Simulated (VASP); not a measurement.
These are HSE06 screened hybrid, VASP's PBE PAW potentials (set 64) (plane waves; VASP) values and carry that method's errors.

A VASP calculation is set up with these files.

POSCAR:
```
Ga32As31S
1.0
 11.5222104212   0.0000000000   0.0000000000
  0.0000000000  11.5222104212   0.0000000000
  0.0000000000   0.0000000000  11.5222104212
Ga As S
32 31 1
Direct
  0.4995317389   0.0000495491   0.9998764643
  0.7501926063   0.2497575445   0.9992570413
  0.7500049984   0.9992259212   0.2496938875
  0.0001075530   0.9999957158   0.9999596929
  0.2496827961   0.2493235007   0.9996456264
  0.4998746046   0.5003720630   0.9990053374
  0.7506567135   0.7499040271   0.9998709472
  0.2498230998   0.9998678590   0.2495640992
  0.4979950336   0.2487521933   0.2481944669
  0.7497361568   0.4999757713   0.2491199412
  0.4996507944   0.9991810367   0.4999358266
  0.7505864209   0.2477108493   0.5009562400
  0.7506585063   0.9995832394   0.7503065118
  0.9998377435   0.5006048935   0.9999362040
  0.2500167935   0.7501044385   0.9999514624
  0.0006916898   0.2500323744   0.2498072521
  0.2488715172   0.5000950789   0.2497590851
  0.5000594053   0.7509873503   0.2496363839
  0.0001614424   0.9998076023   0.5006554713
  0.2492549893   0.2497899316   0.5000491393
  0.4976746180   0.5017623166   0.5013397629
  0.7501601278   0.7503194506   0.4999552263
  0.2499743411   0.0000104140   0.7500811187
  0.4998861470   0.2501513251   0.7507319571
  0.7500633153   0.4998101983   0.7501434161
  0.9995493026   0.7496358371   0.2497589745
  0.0000741332   0.4999913206   0.5000481842
  0.2494608419   0.7503487623   0.5007075864
  0.9997164243   0.2498027188   0.7496701939
  0.2495859638   0.5005286358   0.7502490063
  0.4996645962   0.7500869356   0.7499742217
  0.0000915293   0.7500224704   0.7500585475
  0.6255975618   0.1255505946   0.1254402032
  0.8742603597   0.3742906240   0.1255830733
  0.8745462061   0.1252984975   0.3741053714
  0.1250907555   0.1249443740   0.1250004469
  0.3751517156   0.3759070826   0.1250839862
  0.6242477198   0.6244075321   0.1254813183
  0.8750427471   0.8748317449   0.1249375787
  0.3753347133   0.1254379229   0.3756058214
  0.8738688839   0.6238623517   0.3754555010
  0.6239905240   0.1251011883   0.6247426480
  0.8740050021   0.3753141914   0.6239680996
  0.8751081925   0.1249848467   0.8748133679
  0.1247197751   0.6251476051   0.1249082303
  0.3749407504   0.8752428609   0.1248971251
  0.1248663579   0.3750137009   0.3751093368
  0.3750456435   0.6249444338   0.3739765945
  0.6250728724   0.8749962504   0.3750201426
  0.1248693452   0.1250380746   0.6250612973
  0.3751936833   0.3743129534   0.6246158534
  0.6255414927   0.6244449905   0.6243666868
  0.8749999987   0.8749278840   0.6249644006
  0.3750185723   0.1250124787   0.8750218808
  0.6251001382   0.3750453122   0.8749584160
  0.8749071593   0.6248785884   0.8748386576
  0.1247509619   0.8749319601   0.3748856496
  0.1248398480   0.6248826273   0.6249645043
  0.3749258306   0.8748994462   0.6250555864
  0.1247105904   0.3749561080   0.8750092639
  0.3749089503   0.6251402192   0.8747528592
  0.6249364627   0.8749052561   0.8751338336
  0.1250340787   0.8750215632   0.8750246648
  0.6236081624   0.3745374109   0.3753383241
```

**KPOINTS**
```
Automatic mesh
0
Gamma
1 1 1
0 0 0
```

**INCAR**
```
SYSTEM = Ga32As31S
PREC = Normal; ENCUT = 400; LREAL = Auto
LASPH = .True.; ISYM = 0; NELECT = 258.0
EDIFF = 1E-5; NELM = 50; NELMIN = 4
ALGO = Normal; LMAXMIX = 4
ISMEAR = 0; SIGMA = 0.05
GGA = PE; LHFCALC = .True.; AEXX = 0.25
HFSCREEN = 0.2; PRECFOCK = Fast
ISIF = 0
LWAVE = .False.; LCHARG = .False.
```

POTCAR, in this order: Ga As S (PBE.64 set). Program: vasp_gam. Read from the step before: WAVECAR.

The cell is charged, with a uniform compensating background. The supercell is sampled at Γ alone, which is coarse: total energies, pressure and levels can be off, energies of defects by several tenths of an eV.

**Question.** What does the run give for the energy per atom (σ→0)?

**Answer.** 
| Item | Value |
|---|---|
| energy per atom (σ→0) | -4.832 eV/atom |

File OSZICAR:
```
...
DAV:   5    -0.309251600214E+03    0.61057E-02   -0.44494E-03   376   0.105E-01    0.167E+00
DAV:   6    -0.309249499906E+03    0.21003E-02   -0.93594E-04   358   0.546E-02    0.932E-01
DAV:   7    -0.309248768165E+03    0.73174E-03   -0.29301E-04   358   0.336E-02    0.512E-01
DAV:   8    -0.309248536557E+03    0.23161E-03   -0.11265E-04   342   0.211E-02    0.278E-01
DAV:   9    -0.309248471051E+03    0.65506E-04   -0.34241E-05   278   0.120E-02    0.150E-01
DAV:  10    -0.309248456353E+03    0.14698E-04   -0.12013E-05   184   0.754E-03    0.822E-02
DAV:  11    -0.309248455975E+03    0.37823E-06   -0.50172E-06   182   0.465E-03
   1 F= -.30924846E+03 E0= -.30924846E+03  d E =-.179981E-11
```

The cell is a supercell with a defect, built from GaAs (zinc blende): S_As, charge -1. The cell's shape comes from a PBE relaxation. The run is not spin-polarised, so no state with unpaired spins was tried.
